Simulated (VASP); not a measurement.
Output of a VASP run:

File OSZICAR:
```
...
DAV:   1     0.107640692723E+03    0.10764E+03   -0.79425E+03   754   0.149E+03
DAV:   2     0.117898161007E+01   -0.10646E+03   -0.10011E+03   759   0.272E+02
DAV:   3    -0.642021679890E+01   -0.75992E+01   -0.75008E+01   999   0.853E+01
DAV:   4    -0.666734502302E+01   -0.24713E+00   -0.24699E+00   936   0.133E+01
DAV:   5    -0.667497621874E+01   -0.76312E-02   -0.76311E-02  1085   0.247E+00    0.704E+00
DAV:   6    -0.656282526334E+01    0.11215E+00   -0.65862E+00   764   0.781E+01    0.466E+00
DAV:   7    -0.626645010744E+01    0.29638E+00   -0.14529E+00   879   0.471E+01    0.211E+00
DAV:   8    -0.626921669089E+01   -0.27666E-02   -0.10957E-01  1124   0.710E+00    0.718E-01
DAV:   9    -0.626196651305E+01    0.72502E-02   -0.31312E-02   901   0.578E+00    0.245E-01
DAV:  10    -0.626211974691E+01   -0.15323E-03   -0.12872E-03   869   0.347E-01    0.193E-01
DAV:  11    -0.626201368433E+01    0.10606E-03   -0.69355E-04  1054   0.923E-01    0.497E-02
DAV:  12    -0.626202795029E+01   -0.14266E-04   -0.12734E-04   844   0.798E-02    0.440E-02
DAV:  13    -0.626202872880E+01   -0.77851E-06   -0.28278E-06   887   0.201E-02
   1 F= -.32401880E+01 E0= -.32401880E+01  d E =-.324019E+01
       N       E                     dE             d eps       ncg     rms          rms(c)
DAV:   1    -0.984837263353E+01   -0.35863E+01   -0.49831E+01   779   0.180E+02    0.185E+01
DAV:   2    -0.996039503959E+01   -0.11202E+00   -0.68852E+01   754   0.256E+02    0.102E+01
DAV:   3    -0.609215856470E+01    0.38682E+01   -0.12941E+01   894   0.131E+02    0.245E+00
DAV:   4    -0.609596212510E+01   -0.38036E-02   -0.34519E+00  1136   0.589E+01    0.311E+00
DAV:   5    -0.597599910933E+01    0.11996E+00   -0.12754E+00   956   0.357E+01    0.143E+00
DAV:   6    -0.597395010025E+01    0.20490E-02   -0.38607E-02  1161   0.318E+00    0.120E+00
DAV:   7    -0.596879093653E+01    0.51592E-02   -0.93951E-03   939   0.297E+00    0.540E-01
DAV:   8    -0.596770653114E+01    0.10844E-02   -0.11919E-02   879   0.346E+00    0.200E-01
DAV:   9    -0.596749073675E+01    0.21579E-03   -0.79820E-04  1171   0.836E-01    0.123E-01
DAV:  10    -0.596744809020E+01    0.42647E-04   -0.85573E-05  1150   0.250E-01    0.700E-02
DAV:  11    -0.596742211682E+01    0.25973E-04   -0.97653E-05   983   0.367E-01    0.720E-03
DAV:  12    -0.596742364210E+01   -0.15253E-05   -0.20159E-05  1131   0.485E-02    0.183E-02
DAV:  13    -0.596742366814E+01   -0.26049E-07   -0.99032E-08   427   0.315E-03
   2 F= -.32555080E+01 E0= -.32555080E+01  d E =-.153199E-01
       N       E                     dE             d eps       ncg     rms          rms(c)
DAV:   1    -0.670468021252E+01   -0.73726E+00   -0.99504E+00   754   0.885E+01    0.568E+00
DAV:   2    -0.629709410319E+01    0.40759E+00   -0.44229E+00   859   0.849E+01    0.198E+00
DAV:   3    -0.615697206579E+01    0.14012E+00   -0.85536E-01   794   0.322E+01    0.120E+00
DAV:   4    -0.613227313447E+01    0.24699E-01   -0.88976E-02  1091   0.656E+00    0.307E-01
DAV:   5    -0.613185402833E+01    0.41911E-03   -0.22858E-03  1091   0.689E-01    0.237E-01
DAV:   6    -0.613129971035E+01    0.55432E-03   -0.36502E-04  1233   0.746E-01    0.935E-02
DAV:   7    -0.613124663304E+01    0.53077E-04   -0.28462E-04   909   0.256E-01    0.710E-03
DAV:   8    -0.613124765558E+01   -0.10225E-05   -0.67693E-06  1057   0.379E-02    0.882E-03
DAV:   9    -0.613124777793E+01   -0.12235E-06   -0.75767E-07   457   0.308E-02
   3 F= -.32881726E+01 E0= -.32881726E+01  d E =-.479845E-01
```

### OUTCAR
```
------------------------ aborting loop because EDIFF is reached ----------------------------------------
  FORCE on cell =-STRESS in cart. coord.  units (eV):
  Direction    XX          YY          ZZ          XY          YZ          ZX
  --------------------------------------------------------------------------------------
  Total        2.8682879      2.8682879      2.8682879      0.0000000     -0.0000000      0.0000000
  in kB      100.8868089    100.8868089    100.8868089      0.0000000     -0.0000000      0.0000000
  external PRESSURE =       0.8868089 kB  Pullay stress =     100.0000000 kB
  volume of cell :       45.55
      direct lattice vectors                 reciprocal lattice vectors
    -0.000000000  2.834586048  2.834586048    -0.176392599  0.176392599  0.176392599
     2.834586048 -0.000000000  2.834586048     0.176392599 -0.176392599  0.176392599
     2.834586048  2.834586048 -0.000000000     0.176392599  0.176392599 -0.176392599
  FREE ENERGIE OF THE ION-ELECTRON SYSTEM (eV)
  ---------------------------------------------------
  free  energy   TOTEN  =        -6.1312477779 eV

  energy  without entropy=       -6.1312477779  energy(sigma->0) =       -6.13124778
  enthalpy is  TOTEN    =        -3.2881725679 eV   P V=        2.8430752100

 reached required accuracy - stopping structural energy minimisation
```
(Selected blocks of OUTCAR.)

File POSCAR:
```
CuI
1
    0.0000000000     2.8927931786     2.8927931786
    2.8927931786     0.0000000000     2.8927931786
    2.8927931786     2.8927931786     0.0000000000
Cu I
1 1
Direct
  0.0000000000   0.0000000000   0.0000000000
  0.2500000000   0.2500000000   0.2500000000
```

Q: Reconstruct the remaining input files.

A: This is not unique; one that fits is the input of the run itself, PBEsol GGA, plane waves, VASP's PBE PAW potentials (set 64).

File KPOINTS:
```
kpoints
0
Gamma
8 8 8
```

INCAR:
```
SYSTEM = CuI
PREC = Accurate; ENCUT = 500; LREAL = .False.
LASPH = .True.
EDIFF = 1E-6; NELM = 100; ALGO = Normal
LMAXMIX = 4
ISMEAR = 0; SIGMA = 0.05
GGA = PS
IBRION = 2; NSW = 40; ISIF = 3
EDIFFG = -0.02; PSTRESS = 100
LWAVE = .False.; LCHARG = .False.
```

POTCAR, in this order: Cu I (PBE.64 set). Program: vasp_std.

Energy and stress use the plane-wave basis of the starting cell.

The structure was generated: CuI was put into the zinc blende type (F-43m), which need not be its known phase. This run relaxes it under an external pressure of 10 GPa. Symmetry was kept, so distortions that lower it aren't found.
